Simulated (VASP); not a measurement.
All values below come from HSE06 screened hybrid, VASP's PBE PAW potentials (set 64) (plane waves; VASP 6.6.1).

Input for VASP

**INCAR**
```
SYSTEM = Ga32OP31
PREC = Normal; ENCUT = 400; LREAL = Auto
LASPH = .True.; ISYM = 0; NELECT = 258.0
EDIFF = 1E-5; NELM = 50; NELMIN = 4
ALGO = Normal; LMAXMIX = 4
ISMEAR = 0; SIGMA = 0.05
GGA = PE; LHFCALC = .True.; AEXX = 0.25
HFSCREEN = 0.2; PRECFOCK = Fast
ISIF = 0
LWAVE = .False.; LCHARG = .False.
```

**POSCAR**
```
Ga32OP31
11.0671090
  1.0000000188   0.0000000000   0.0000000000
  0.0000000000   1.0000000188   0.0000000000
  0.0000000000   0.0000000000   1.0000000188
Ga P O
32 31 1
Cartesian
  0.5011521628   0.0021676182   0.0020893663
  0.7498327831   0.2501437709   0.0016831305
  0.7497566870   0.0014526396   0.2497716752
  0.9996833984   0.0002653969   0.0001190879
  0.2517451052   0.2511557716   0.0014567242
  0.5001154065   0.5000944373   0.0015896222
  0.7488146832   0.7481650906   0.0014877642
  0.2516965131   0.0019532136   0.2510207931
  0.5130787528   0.2638675458   0.2633006707
  0.7367385748   0.4870733384   0.2635070925
  0.5001444559   0.0017569169   0.4997634017
  0.7366485099   0.2633085000   0.4864546584
  0.7489881290   0.0020137882   0.7482098666
  0.9977731466   0.4988751528   0.0020291936
  0.2504710181   0.7495853957   0.0003903707
  0.9985797033   0.2500398047   0.2497826526
  0.2510789456   0.5000723775   0.2500897626
  0.4999994435   0.7487198476   0.2501442899
  0.9978545981   0.0020191096   0.4988113694
  0.2511595407   0.2499753734   0.4999377845
  0.5132115545   0.4866958560   0.4867035884
  0.7497774369   0.7488070270   0.5000382855
  0.2504895312   0.0003113627   0.7494293784
  0.5001689144   0.2501534141   0.7485909758
  0.7497835044   0.4996950794   0.7484993773
  0.9980804956   0.7485608876   0.2510183412
  0.9983265168   0.4998382211   0.4999216465
  0.2517600946   0.7481889689   0.4988515714
  0.9980474275   0.2509628707   0.7482012516
  0.2517540081   0.4988437514   0.7482630994
  0.5011333922   0.7484091926   0.7481618505
  0.9995906921   0.7494751183   0.7495110507
  0.6238056275   0.1296172999   0.1295220383
  0.8705078084   0.3760846831   0.1294864877
  0.8706115465   0.1293007047   0.3756341016
  0.1254393123   0.1255426476   0.1252200829
  0.3791011867   0.3742989937   0.1292189703
  0.6259200021   0.6208213869   0.1293328336
  0.8743180722   0.8746695286   0.1252364870
  0.3792144682   0.1295168630   0.3740012825
  0.8707090875   0.6209846038   0.3742386471
  0.6259811641   0.1294140338   0.6206140550
  0.8705721521   0.3739728706   0.6206204393
  0.8743963711   0.1255962274   0.8747488321
  0.1243685496   0.6245811626   0.1255477882
  0.3755589819   0.8755149029   0.1256811029
  0.1248324009   0.3748927549   0.3749206913
  0.3792260302   0.6207173493   0.3759168240
  0.6249809861   0.8751246653   0.3749305979
  0.1244442182   0.1255198317   0.6244339356
  0.3792132122   0.3758171898   0.6207151018
  0.6239744100   0.6207397592   0.6206983408
  0.8743265316   0.8755283358   0.6244727424
  0.3756275895   0.1256126885   0.8753272645
  0.6249698558   0.3749742219   0.8750798536
  0.8742839296   0.6242999393   0.8752452795
  0.1249027703   0.8752222954   0.3750008876
  0.1254514362   0.6243613301   0.6243989052
  0.3756228085   0.8746197093   0.6242169556
  0.1246974823   0.3749923345   0.8749938031
  0.3756120944   0.6244857771   0.8744517333
  0.6250305168   0.8753403728   0.8750123406
  0.1250734622   0.8748879593   0.8748563742
  0.6251574869   0.3752172655   0.3748310547
```

### KPOINTS
```
Automatic mesh
0
G
 1 1 1
0 0 0
```

POTCAR, in this order: Ga P O (PBE.64 set). Program: vasp_gam. Read from the step before: WAVECAR.

**Question.** What will the output report for the number of irreducible k-points (NKPTS), largest plane-wave count, FFT grid (NGX, NGY, NGZ)?

**Answer.** 
```
Item                                          Result
--------------------------------------  ------------
number of irreducible k-points (NKPTS)             1
largest plane-wave count                       12287
FFT grid (NGX, NGY, NGZ)                54 × 54 × 54
```

The cell is a supercell with a defect, built from GaP (zinc blende): O_P, charge -1. The cell's shape comes from a PBE relaxation. The run is not spin-polarised, so no state with unpaired spins was tried.
